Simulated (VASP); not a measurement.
Data:

```
S2Si
1.0
    1.64480     0.94963     6.18568
   -1.64480     0.94963     6.18568
    0.00000    -1.89925     6.18568
Si S
1 2
Direct
  0.00000   0.00000   0.00000
  0.26283   0.26283   0.26283
  0.73717   0.73717   0.73717
```

The numbers are results of r2SCAN meta-GGA, VASP's PBE PAW potentials (set 64) (plane waves; VASP), not measurements. Run with 400 eV cut-off, 7×7×7 Γ-centred mesh, Gaussian smearing of 0.050 eV, potentials Si S.

Q: Predict the energy per atom (σ→0).

A: 
```json
{
 "energy per atom (σ→0)": "-8.890 eV/atom"
}
```

Total energies compare only between runs with the same potentials, cut-off and functional.

The structure was generated: SiS2 was put into the CdCl2 type (R-3m), which need not be its known phase. It was relaxed first, which changed the volume by +18 %. The start is the result of an earlier pass.
